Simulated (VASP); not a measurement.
VASP input:

**POSCAR**
```
HfSb
1
    0.0000000000     3.6257600000     3.6257600000
    3.6257600000     0.0000000000     3.6257600000
    3.6257600000     3.6257600000     0.0000000000
Hf Sb
1 1
Direct
  0.0000000000   0.0000000000   0.0000000000
  0.2500000000   0.2500000000   0.2500000000
```

**KPOINTS**
```
K-points
0
G
  8 8 8
```

### INCAR
```
! general
SYSTEM  = HfSb
PREC    = Accurate
ENCUT   = 400
LREAL   = F
LASPH   = T

! electronic loop
EDIFF   = 1E-6
NELM    = 100
ALGO    = Normal
LMAXMIX = 6

! smearing
ISMEAR  = 1
SIGMA   = 0.1

! functional
GGA     = PS

! ions
IBRION  = 2
NSW     = 60
ISIF    = 3
EDIFFG  = -0.01

! output
LWAVE   = F
LCHARG  = F
```

POTCAR, in this order: Hf_pv Sb (PBE.64 set). Program: vasp_std.

**Question.** Write an equivalent input for Quantum ESPRESSO's pw.x.

**Answer.** One equivalent input (not run):
```
&CONTROL
  calculation = 'vc-relax'
  pseudo_dir = './pseudo'
  outdir = './out'
  tprnfor = .true.
  tstress = .true.
  nstep = 60
  forc_conv_thr = 0.00039
/
&SYSTEM
  ibrav = 0
  nat = 2
  ntyp = 2
  ecutwfc = 80
  occupations = 'smearing'
  smearing = 'methfessel-paxton'
  degauss = 0.00735
  input_dft = 'pbesol'
/
&ELECTRONS
  conv_thr = 7.3e-08
  electron_maxstep = 100
/
&IONS
/
&CELL
/
ATOMIC_SPECIES
  Hf 178.490 Hf.upf
  Sb 121.760 Sb.upf
CELL_PARAMETERS angstrom
     0.0000000    3.6257600    3.6257600
     3.6257600    0.0000000    3.6257600
     3.6257600    3.6257600    0.0000000
ATOMIC_POSITIONS crystal
  Hf   0.0000000  0.0000000  0.0000000
  Sb   0.2500000  0.2500000  0.2500000
K_POINTS automatic
  8 8 8 0 0 0
```
What does not carry over: the potentials are each code's own (VASP's PAW set, PseudoDojo norm-conserving files in pw.x), so ENCUT and ecutwfc are chosen apart and not converted; conv_thr bounds pw.x's estimated SCF error, while EDIFF bounds the energy change between steps; forc_conv_thr acts on force components and is met together with etot_conv_thr.

The structure was generated: HfSb was put into the zinc blende type (F-43m), which need not be its known phase. This run relaxes it. Symmetry was kept, so distortions that lower it aren't found.
